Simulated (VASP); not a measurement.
# LuIn2Si2 (P1) in VASP: settings compared

The runs below take LuIn2Si2 through single point, with PBEsol, PBEsol+D3(BJ).

Program: VASP 6.6.1. These are calculated values, not measurements. Logs are shortened: lines on timing, memory, paths and dates and some standing lists are left out, and cuts for length are marked.

**1. Starting point**

The typed cell holds 5 atoms: a = 4.466 Å, b = 4.480 Å, c = 7.061 Å, α = 90.22°, β = 90.83°, γ = 119.69°.

The cell was built by a generator and needn't be a form met in nature.

**2. Single point, PBEsol**

INCAR reads:

```
PREC = Accurate
ENCUT = 520
EDIFF = 1E-7
ISMEAR = -1
SIGMA = 0.1
LREAL = F
LASPH = T
NELM = 100
ALGO = Fast
ISIF = 2
LWAVE = F
LCHARG = F
GGA = PS
NBANDS = 38
```

KPOINTS reads:

```
Automatic mesh
0
Gamma
  5 5 3
  0 0.5 0.5
```

POSCAR reads:

```
LuIn2Si2
1.0
    4.4660590300      0.0080887500     -0.0321870200
   -2.2260240900      3.8873878700     -0.0083953800
   -0.0511828900     -0.0449652900      7.0609101900
In Lu Si
2 1 2
Direct
    0.2496860000      0.5997240000      0.5992590000
    0.6458590000      0.3179950000      0.3956130000
    0.9774260000      0.9681100000      0.9639220000
    0.3036360000      0.7413630000      0.3038360000
    0.5918310000      0.2567140000      0.7473420000
```

Potentials or basis: VASP PAW PBE potentials, release 64 (In_d, Lu, Si).

On the command line:

```console
$ cat potpaw_PBE.64/In_d/POTCAR potpaw_PBE.64/Lu/POTCAR potpaw_PBE.64/Si/POTCAR > POTCAR
$ mpirun -np 1 vasp_std > vasp.out
```

OUTCAR:

```text
PREC = Accurate
   ENCUT = 520
   EDIFF = 1E-7
   ISMEAR = -1
   LREAL = F
   LASPH = T
   NELM = 100
   ISIF = 2
   GGA = PS

 ion  position               nearest neighbor table
   1  0.250  0.600  0.599-   4 2.16   2 2.73   5 2.75   5 2.78   5 2.84   2 3.01   2 3.17   3 3.58
                             3 3.59   3 3.79
   2  0.646  0.318  0.396-   4 2.34   5 2.50   4 2.68   1 2.73   1 3.01   4 3.03   1 3.17
   3  0.977  0.968  0.964-   5 2.86   5 3.02   5 3.15   4 3.21   1 3.58   1 3.59   1 3.79
   4  0.304  0.741  0.304-   1 2.16   2 2.34   2 2.68   2 3.03   3 3.21
   5  0.592  0.257  0.747-   2 2.50   1 2.75   1 2.78   1 2.84   3 2.86   3 3.02   3 3.15

  LATTYP: Found a triclinic cell.
 ALAT       =     4.4937892208
 B/A-ratio  =     2.3127079199
 C/A-ratio  =     0.9968479965
 COS(alpha) =     0.0027325119
 COS(beta)  =     0.5045678347
 COS(gamma) =     0.6349619566

  Lattice vectors:

 A1 = (  -2.2400349400,  -3.8954766200,   0.0405824000)
 A2 = (  -6.6549110800,  -3.8586000800,  -6.9881407700)
 A3 = (   2.2260240900,  -3.8873878700,   0.0083953800)

Analysis of symmetry for initial positions (statically):
=====================================================================
 Subroutine PRICEL returns:
 Original cell was already a primitive cell.

 Routine SETGRP: Setting up the symmetry group for a
 triclinic supercell.

 Subroutine GETGRP returns: Found  1 space group operations
 (whereof  1 operations were pure point group operations)
 out of a pool of  2 trial point group operations.

The static configuration has the point symmetry C_1 .

Analysis of symmetry for dynamics (positions and initial velocities):
=====================================================================
 Subroutine PRICEL returns:
 Original cell was already a primitive cell.

 Routine SETGRP: Setting up the symmetry group for a
 triclinic supercell.

 Subroutine GETGRP returns: Found  1 space group operations
 (whereof  1 operations were pure point group operations)
 out of a pool of  2 trial point group operations.

The dynamic configuration has the point symmetry C_1 .

 Subroutine INISYM returns: Found  1 space group operations
 (whereof  1 operations are pure point group operations),
 and found     1 'primitive' translations

----------------------------------------------------------------------------------------

                                     Primitive cell

  volume of cell :     122.7024

  direct lattice vectors                    reciprocal lattice vectors
     4.466059030  0.008088750 -0.032187020     0.223696613  0.128100032  0.002437291
    -2.226024090  3.887387870 -0.008395380    -0.000453672  0.256985889  0.001633249
    -0.051182890 -0.044965290  7.060910190     0.001019177  0.000889496  0.141637853

  length of vectors
     4.466182340  4.479624782  7.061238863     0.257790096  0.256991479  0.141644313

  position of ions in fractional coordinates (direct lattice)
     0.249686000  0.599724000  0.599259000
     0.645859000  0.317995000  0.395613000
     0.977426000  0.968110000  0.963922000
     0.303636000  0.741363000  0.303836000
     0.591831000  0.256714000  0.747342000

  ion indices of the primitive-cell ions
   primitive index   ion index
                 1           1
                 2           2
                 3           3
                 4           4
                 5           5

----------------------------------------------------------------------------------------

 KPOINTS: Automatic mesh

Automatic generation of k-mesh.
 Grid dimensions read from file:
 generate k-points for:    5    5    3

 Generating k-lattice:

  Cartesian coordinates                     Fractional coordinates (reciprocal lattice)
     0.044739323  0.025620006  0.000487458     0.200000000  0.000000000  0.000000000
    -0.000090734  0.051397178  0.000326650    -0.000000000  0.200000000  0.000000000
     0.000339726  0.000296499  0.047212618     0.000000000  0.000000000  0.333333333

  Length of vectors
     0.051558019  0.051398296  0.047214771

  Shift w.r.t. Gamma in fractional coordinates (k-lattice)
     0.000000000  0.500000000  0.500000000

 Subroutine IBZKPT returns following result:
 ===========================================

 Found     38 irreducible k-points:

 Following reciprocal coordinates:
            Coordinates               Weight
 -0.000000  0.100000  0.166667      2.000000
  0.200000  0.100000  0.166667      2.000000
  0.400000  0.100000  0.166667      2.000000
 -0.400000  0.100000  0.166667      2.000000
 -0.200000  0.100000  0.166667      2.000000
 -0.000000  0.300000  0.166667      2.000000
[... 16 lines left out ...]
  0.400000 -0.100000  0.166667      2.000000
 -0.400000 -0.100000  0.166667      2.000000
 [... further k-points ...]
   k-points           NKPTS =     38   k-points in BZ     NKDIM =     38   number of bands    NBANDS=     38
   number of dos      NEDOS =    301   number of ions     NIONS =      5
   total plane-waves  NPLWV =  69984
   dimension x,y,z NGX =    36 NGY =   36 NGZ =   54
   dimension x,y,z NGXF=    72 NGYF=   72 NGZF=  108
   ions per type =               2   1   2
   NGX,Y,Z   is equivalent  to a cutoff of  13.40, 13.36, 12.71 a.u.
   NGXF,Y,Z  is equivalent  to a cutoff of  26.80, 26.72, 25.43 a.u.
 SYSTEM =  unknown system
   PREC   = accura    normal or accurate (medium, high low for compatibility)
   ISTART =      0    job   : 0-new  1-cont  2-samecut
   ICHARG =      2    charge: 1-file 2-atom 10-const
   ISPIN  =      1    spin polarized calculation?
   LNONCOLLINEAR =      F non collinear calculations
   LSORBIT =      F    spin-orbit coupling
   LASPH  =      T    aspherical Exc in radial PAW
   ENCUT  =  520.0 eV  38.22 Ry    6.18 a.u.   8.30  8.33 13.13*2*pi/ulx,y,z
   NELM   =    100;   NELMIN=  2; NELMDL= -5     # of ELM steps
   EDIFF  = 0.1E-06   stopping-criterion for ELM
   LREAL  =      F    real-space projection
   EDIFFG = 0.1E-05   stopping-criterion for IOM
   NSW    =      0    number of steps for IOM
   IBRION =     -1    ionic relax: 0-MD 1-quasi-New 2-CG
   NFREE  =      0    steps in history (QN), initial steepest desc. (CG)
   ISIF   =      2    stress and relaxation
   ISYM   =      2    0-nonsym 1-usesym 2-fastsym
   POTIM  = 0.5000    time-step for ionic-motion
   TEBEG  =    0.0;   TEEND  =   0.0 temperature during run
   PSTRESS=    0.0 pullay stress
   NELECT =      59.0000    total number of electrons
   NUPDOWN=      -1.0000    fix difference up-down
   EMIN   =  10.00;   EMAX   =-10.00  energy-range for DOS
   EFERMI =   0.00;   METHOD = LEGACY
   ISMEAR =    -1;   SIGMA  =   0.10  broadening in eV -4-tet -1-fermi 0-gaus
   EFERMI_NEDOS =   21; number of points for ismear=-14 and -15
   IALGO  =     68    algorithm
   IMIX   =      4    mixing-type and parameters
     AMIX     =   0.40;   BMIX     =  1.00
     AMIX_MAG =   1.60;   BMIX_MAG =  1.00
  volume/ion in A,a.u.               =      24.54       165.61
  Fermi-wavevector in a.u.,A,eV,Ry     =   1.282550  2.423669 22.380707  1.644936
  Thomas-Fermi vector in A             =   2.414855
   LORBIT       =      0    0 simple, 1 ext, 2 COOP (PROOUT), +10 PAW based schemes
   GGA     = PS    functional components
   LHFCALC =     F    Hartree Fock is set to
   AEXX    =    0.0000 exact exchange contribution
   IVDW    =     0    specifies the selected vdW correction
   LEPSILON=     F    determine dielectric tensor
   LRPA    =     F    only Hartree local field effects (RPA)
 non-spin polarized calculation
 RMM-DIIS sequential band-by-band and
  energy-cutoff  :      520.00
  volume of cell :      122.70
 maximum number of plane-waves:      3323
 NGX is ok and might be reduce to    36
   NGX = 17   NGY = 17   NGZ = 27

 number of electron      58.9999997 magnetization

 Free energy of the ion-electron system (eV)
  ---------------------------------------------------
  ext. energy  EPLUGINS =         0.00000000
  ---------------------------------------------------
  free energy    TOTEN  =       -19.72284669 eV

  energy without entropy =      -19.65509975  energy(sigma->0) =      -19.68897322

 E-fermi :   5.9102     XC(G=0): -10.0699

 val. band max:        5.8943510828   @ k =  -0.2000   0.3000   0.5000
 cond. band min:       5.9190455253   @ k =   0.4000   0.1000   0.1667
 fundamental gap:      0.0246944424
 Fermi energy:         5.9101791517

 k-point     1 :      -0.0000    0.1000    0.1667
  band No.  band energies     occupation
      1     -51.5723      2.00000
      2     -22.2002      2.00000
      3     -22.1686      2.00000
      4     -22.1507      2.00000
      5      -9.8337      2.00000
      6      -9.7025      2.00000
[... 30 lines left out ...]
     37       8.9520      0.00000
     38       9.4240      0.00000

 k-point     2 :       0.2000    0.1000    0.1667
  band No.  band energies     occupation
      1     -51.5722      2.00000
      2     -22.2011      2.00000
      3     -22.1783      2.00000
      4     -22.1512      2.00000
      5      -9.7933      2.00000
      6      -9.6594      2.00000
[... 30 lines left out ...]
     37       9.5417      0.00000
     38       9.8734      0.00000

 k-point     3 :       0.4000    0.1000    0.1667
  band No.  band energies     occupation
      1     -51.5720      2.00000
      2     -22.2017      2.00000
      3     -22.1886      2.00000
      4     -22.1517      2.00000
      5      -9.7643      2.00000
      6      -9.6115      2.00000
[... 30 lines left out ...]
     37       9.8896      0.00000
     38      10.2061      0.00000

 k-point     4 :      -0.4000    0.1000    0.1667
  band No.  band energies     occupation
      1     -51.5721      2.00000
      2     -22.2011      2.00000
      3     -22.1854      2.00000
      4     -22.1515      2.00000
      5      -9.7909      2.00000
      6      -9.6317      2.00000
[... 30 lines left out ...]
     37       9.6844      0.00000
     38      10.3972      0.00000
[... 703 lines left out ...]
      4     -22.1510      2.00000
      5      -9.8344      2.00000
      6      -9.6882      2.00000
[... 30 lines left out ...]
     37       9.0696      0.00000
     38       9.6464      0.00000

 k-point    23 :       0.4000   -0.1000    0.1667
  band No.  band energies     occupation
      1     -51.5721      2.00000
      2     -22.2011      2.00000
      3     -22.1854      2.00000
      4     -22.1515      2.00000
      5      -9.7909      2.00000
      6      -9.6322      2.00000
[... 30 lines left out ...]
     37       9.6238      0.00000
     38      10.3090      0.00000

 k-point    24 :      -0.4000   -0.1000    0.1667
  band No.  band energies     occupation
      1     -51.5720      2.00000
      2     -22.2017      2.00000
      3     -22.1886      2.00000
      4     -22.1517      2.00000
      5      -9.7641      2.00000
      6      -9.6113      2.00000
[... 30 lines left out ...]
     37      10.0319      0.00000
     38      10.5698      0.00000

 [... further k-points ...]
[... 5 lines left out ...]
  --------------------------------------------------------------------------------------
  -------------------------------------------------------------------------------------
  Total       -0.7914010      4.6568181     11.7782513      2.7990361     -0.2899506      0.7140506
  in kB      -10.3336559     60.8060342    153.7935839     36.5481918     -3.7860066      9.3236588
  external PRESSURE =      68.0886541 kB  Pullay stress =       0.0000000 kB

 VOLUME and BASIS-vectors are now :
 -----------------------------------------------------------------------------
  energy-cutoff  :      520.00
  volume of cell :      122.70
      direct lattice vectors                 reciprocal lattice vectors
     4.466059030  0.008088750 -0.032187020     0.223696613  0.128100032  0.002437291
    -2.226024090  3.887387870 -0.008395380    -0.000453672  0.256985889  0.001633249
    -0.051182890 -0.044965290  7.060910190     0.001019177  0.000889496  0.141637853

 POSITION                                       TOTAL-FORCE (eV/Angst)
 -----------------------------------------------------------------------------------
     -0.25056      2.30643      4.21824         0.908038     -1.253026      7.230955
      2.15633      1.22361      2.76993        -0.831982      2.227955     -2.123691
      2.16087      3.72798      6.76658        -0.133176     -0.222604      0.381517
     -0.30979      2.87076      2.12936        -0.000065     -1.212771     -7.508177
      2.03345      0.96913      5.25571         0.057185      0.460446      2.019396
 -----------------------------------------------------------------------------------
    total drift:                               -0.000290      0.000410      0.001217

  FREE ENERGIE OF THE ION-ELECTRON SYSTEM (eV)
  ---------------------------------------------------
  free  energy   TOTEN  =       -19.7228466920 eV

  energy  without entropy=      -19.6550997485  energy(sigma->0) =      -19.68897322
```

Run time: 17 min. Hardware: 1 thread of Intel Xeon Platinum 8259CL at 2.50GHz (Skylake/Cascade Lake), shared host; peak memory 0.37 GiB.

What came out:

```
Free energy            : -19.7228 eV
Pressure               : 6.8 GPa
Largest force          : 7.605 eV/Å
Band gap on the k mesh : none (metal or under the smearing width)
```

Forces in eV/Å, atoms in the order of the input:
```
In   0.908 -1.253  7.231
In  -0.832  2.228 -2.124
Lu  -0.133 -0.223  0.382
Si   0.000 -1.213 -7.508
Si   0.057  0.460  2.019
```

Stress tensor (GPa, compression positive):
```
-1.03  3.65  0.93
 3.65  6.08 -0.38
 0.93 -0.38 15.38
```

Levels at points of the mesh, in eV from the Fermi level:
```
           k point  band 26  band 27  band 28  band 29  band 30  band 31  band 32  band 33
(0.00, 0.50, 0.50)    -3.32    -2.06    -1.66    -0.94    -0.41     0.27     0.43     1.43
```

Caveat: the PAW data sets were made with another functional, which shifts forces and pressure a little.

**3. Single point, PBEsol**

INCAR reads:

```
SYSTEM = LuIn2Si2
ALGO = Fast
EDIFF = 1E-6
ENCUT = 520
GGA = PS
ISIF = 2
ISMEAR = 1
LASPH = .TRUE.
LCHARG = .TRUE.
LELF = .TRUE.
LREAL = .FALSE.
LVHAR = .TRUE.
LWAVE = .FALSE.
NBANDS = 38
NELM = 100
PREC = Accurate
SIGMA = 0.15
```

KPOINTS is that of step 2.

POSCAR is that of step 2.

Potentials or basis: VASP PAW PBE potentials, release 64 (In_d, Lu, Si).

On the command line:

```console
$ cat potpaw_PBE.64/In_d/POTCAR potpaw_PBE.64/Lu/POTCAR potpaw_PBE.64/Si/POTCAR > POTCAR
$ mpirun -np 1 vasp_std > vasp.out
```

Wall time 12 min (1 thread of Intel Xeon Platinum 8259CL at 2.50GHz (Skylake/Cascade Lake), shared host); peak memory 0.37 GiB.

It converged, with:

```
Free energy            : -19.6869 eV
Pressure               : 6.8 GPa
Largest force          : 7.594 eV/Å
Band gap on the k mesh : none (metal or under the smearing width)
```

Forces in eV/Å, atoms in the order of the input:
```
In   0.876 -1.254  7.226
In  -0.826  2.233 -2.110
Lu  -0.136 -0.217  0.379
Si   0.001 -1.226 -7.494
Si   0.085  0.465  2.000
```

Stress tensor (GPa, compression positive):
```
-1.01  3.91  1.00
 3.91  6.11 -0.30
 1.00 -0.30 15.16
```

Levels at points of the mesh, in eV from the Fermi level:
| k point | band 27 | band 28 | band 29 | band 30 | band 31 | band 32 |
| --- | --- | --- | --- | --- | --- | --- |
| (0.00, 0.50, 0.50) | -2.06 | -1.67 | -0.95 | -0.41 | 0.26 | 0.43 |

Caveat: the PAW data sets were made with another functional, which shifts forces and pressure a little.

**4. Single point, PBEsol+D3(BJ)**

INCAR reads:

```
PREC = Accurate
ENCUT = 520
EDIFF = 1E-6
ISMEAR = -1
SIGMA = 0.1
LREAL = F
LASPH = T
NELM = 100
ALGO = Fast
ISIF = 2
LWAVE = F
LCHARG = F
GGA = PS
IVDW = 12
NBANDS = 38
```

KPOINTS is that of step 3.

POSCAR is that of step 3.

On the command line:

```console
$ cat potpaw_PBE.64/In_d/POTCAR potpaw_PBE.64/Lu/POTCAR potpaw_PBE.64/Si/POTCAR > POTCAR
$ mpirun -np 1 vasp_std > vasp.out
```

It took 12 min on 1 thread of Intel Xeon Platinum 8259CL at 2.50GHz (Skylake/Cascade Lake), shared host; peak memory 0.39 GiB.

The run converged. Its results:

| Quantity | Value |
| --- | --- |
| Free energy | -21.3643 eV |
| Pressure | 5.1 GPa |
| Largest force | 7.606 eV/Å |
| Band gap on the k mesh | none (metal or under the smearing width) |
| Dispersion energy per atom | -0.328 eV |

Forces on the atoms (eV/Å):
```
In   0.907 -1.251  7.234
In  -0.832  2.227 -2.129
Lu  -0.132 -0.223  0.384
Si  -0.001 -1.215 -7.508
Si   0.058  0.462  2.020
```

Stress tensor (GPa, compression positive):
```
-2.80  3.65  0.93
 3.65  4.31 -0.36
 0.93 -0.36 13.64
```

Levels at points of the mesh, in eV from the Fermi level:
```tsv
k point	band 27	band 28	band 29	band 30	band 31	band 32
(0.00, 0.50, 0.50)	-2.06	-1.67	-0.95	-0.42	0.27	0.43
```

Caveat: the PAW data sets were made with another functional, which shifts forces and pressure a little; pairwise dispersion overbinds metals, which lowers pressure and volume.

**5. Summary**

```tsv
level	smearing	further INCAR settings	gap on the mesh (eV)	pressure (GPa)	largest force (eV/Å)
PBEsol	fermi-dirac 0.1 eV	ALGO = Fast; EDIFF = 1e-07; NBANDS = 38	none	6.8	7.61
PBEsol	methfessel-paxton 0.15 eV	ALGO = Fast; EDIFF = 1e-06; NBANDS = 38	none	6.8	7.59
PBEsol+D3(BJ)	fermi-dirac 0.1 eV	ALGO = Fast; EDIFF = 1e-06; NBANDS = 38	none	5.1	7.61
```

Alike in all rows: task single point; potentials or basis VASP PAW PBE potentials, release 64 (In_d, Lu, Si); no spin polarisation; cell as given; k mesh 5 × 5 × 3, shifted; cutoff (eV) 520.

Every run on the cell as given and a fine mesh finds a metal. The pressure there spans 5.1 GPa (PBEsol+D3(BJ)) to 6.8 GPa (PBEsol); a positive pressure means that this level wants a larger cell, a negative one a smaller.

Caveats: the PAW data sets were made with another functional, which shifts forces and pressure a little; pairwise dispersion overbinds metals, which lowers pressure and volume (some runs).

Total energies depend on the potentials used, so only differences within one code and one set of settings carry meaning.
